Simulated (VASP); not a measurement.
```xyz
4
Lattice="2.1820 -3.7793 0.0000 2.1820 3.7793 0.0000 0.0000 0.0000 7.0875" Properties=species:S:1:pos:R:3 pbc="T T T"
Cd     2.1820    -1.2598     3.5438
Cd     2.1820     1.2598     0.0000
S      2.1820    -1.2598     6.2157
S      2.1820     1.2598     2.6720
```

All values below come from PBE GGA, VASP's PBE PAW potentials (set 64) (plane waves; VASP). Numerical set-up: 480 eV cut-off, 6×6×4 Γ-centred mesh, Gaussian smearing of 0.050 eV, potentials Cd S.

**Question.** Give the stress tensor in GPa (positive for a compressed cell).

**Answer.** 
```
-4.60   0.00   0.00
 0.00  -4.60   0.00
 0.00   0.00  -4.51
```
The pressure is its mean diagonal, -4.57 GPa.

The compound is CdS in the wurtzite structure. This cell was strained or had an atom moved on purpose.
